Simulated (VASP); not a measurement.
These are RPA correlation on PBE orbitals, VASP's PBE PAW potentials (set 64) (plane waves; VASP) values and carry that method's errors.

VASP ran on this input.

POSCAR:
```
GaN
1
    0.0000000000     2.2600000000     2.2600000000
    2.2600000000     0.0000000000     2.2600000000
    2.2600000000     2.2600000000     0.0000000000
Ga N
1 1
Direct
  0.0000000000   0.0000000000   0.0000000000
  0.2500000000   0.2500000000   0.2500000000
```

INCAR:
```
! general
SYSTEM =GaN
PREC   =Normal
ENCUT  =500
LREAL  =F
LASPH  =T
NBANDS =604

! electronic loop
ALGO   =ACFDT

! smearing
ISMEAR =0
SIGMA  =0.01

! functional
GGA    =PE

! output
LWAVE  =F
LCHARG =F

! other
NOMEGA =12
ENCUTGW=300
```

KPOINTS:
```
Regular mesh
0
G
 4 4 4
```

POTCAR, in this order: Ga_d_GW N_GW_new (PBE.64 set). Program: vasp_std. Read from the step before: WAVECAR, WAVEDER.

Output of the run:

**OUTCAR**
```
 ion  position               nearest neighbor table
   1  0.000  0.000  0.000-   2 1.96   2 1.96   2 1.96   2 1.96
   2  0.250  0.250  0.250-   1 1.96   1 1.96   1 1.96   1 1.96
  LATTYP: Found a face centered cubic cell.
 ALAT       =     4.5200000000
 Subroutine PRICEL returns:
 Original cell was already a primitive cell.
 Subroutine GETGRP returns: Found 24 space group operations
The static configuration has the point symmetry T_d .
The dynamic configuration has the point symmetry T_d .
 Subroutine INISYM returns: Found 24 space group operations
 Subroutine IBZKPT returns following result:
 Found      8 irreducible k-points:

 Following reciprocal coordinates:
            Coordinates               Weight
  0.000000  0.000000  0.000000      1.000000
  0.250000  0.000000  0.000000      8.000000
  0.500000  0.000000  0.000000      4.000000
  0.250000  0.250000  0.000000      6.000000
  0.500000  0.250000  0.000000     24.000000
 -0.250000  0.250000  0.000000     12.000000
  0.500000  0.500000  0.000000      3.000000
 -0.250000  0.500000  0.250000      6.000000
 Subroutine IBZKPT_HF returns following result:
   k-points           NKPTS =      8   k-points in BZ     NKDIM =     64   number of bands    NBANDS=    604
   number of dos      NEDOS =    301   number of ions     NIONS =      2
   total plane-waves  NPLWV =   5832
   dimension x,y,z NGX =    18 NGY =   18 NGZ =   18
   dimension x,y,z NGXF=    36 NGYF=   36 NGZF=   36
   ions per type =               1   1
   PREC   = normal    normal or accurate (medium, high low for compatibility)
   ISTART =      1    job   : 0-new  1-cont  2-samecut
   ICHARG =      0    charge: 1-file 2-atom 10-const
   ISPIN  =      1    spin polarized calculation?
   LNONCOLLINEAR =      F non collinear calculations
   LSORBIT =      F    spin-orbit coupling
   INIWAV =      1    electr: 0-lowe 1-rand  2-diag
   ENCUT  =  500.0 eV  36.75 Ry    6.06 a.u.   5.83  5.83  5.83*2*pi/ulx,y,z
   NELM   =     60;   NELMIN=  2; NELMDL=  0     # of ELM steps
...
```

OSZICAR:
```
energies w=
    0.000    0.396    0.000    1.290    0.000    2.528    0.000    4.473
    0.000    7.741    0.000   13.451    0.000   23.705    0.000   42.591
    0.000   78.379    0.000  148.980    0.000  300.620    0.000  735.847
NQ=   1    0.0000    0.0000    0.0000,
 performed       4003000 updates of chi_q(r,r)
NQ=   2    0.2500    0.0000    0.0000,
 performed       8006000 updates of chi_q(r,r)
NQ=   3    0.5000    0.0000    0.0000,
 performed      12009000 updates of chi_q(r,r)
NQ=   4    0.2500    0.2500    0.0000,
 performed      16012000 updates of chi_q(r,r)
NQ=   5    0.5000    0.2500    0.0000,
 performed      20015000 updates of chi_q(r,r)
NQ=   6   -0.2500    0.2500    0.0000,
 performed      24018000 updates of chi_q(r,r)
NQ=   7    0.5000    0.5000    0.0000,
 performed      28021000 updates of chi_q(r,r)
NQ=   8   -0.2500    0.5000    0.2500,
 performed      32024000 updates of chi_q(r,r)
```

**OUTCAR**
```


      cutoff energy     smooth cutoff   RPA   correlation   Hartree contr. to MP2
---------------------------------------------------------------------------------
            300.000           240.000      -19.0119176498      -30.6929771043
            285.714           228.571      -18.9090387935      -30.5528713031
            272.109           217.687      -18.7938475470      -30.3929372131
            259.151           207.321      -18.6661208831      -30.2124069680
            246.811           197.449      -18.5219628132      -30.0056988483
            235.058           188.046      -18.3650023346      -29.7777473920
            223.865           179.092      -18.1926452608      -29.5246685959
            213.204           170.564      -18.0025708883      -29.2434344925
  linear regression
  converged value                          -20.5379048990      -32.8956893372
```
(Selected blocks of OUTCAR.)

The mesh is coarse, so the correlation energy is not converged in k-points.

The compound is GaN in the zinc blende structure, a metastable form; wurtzite is the usual one. The cell was not relaxed at this level. The k-mesh is coarse (spacing up to 0.60 per Å, 2π included), so the numbers may not be converged in it.
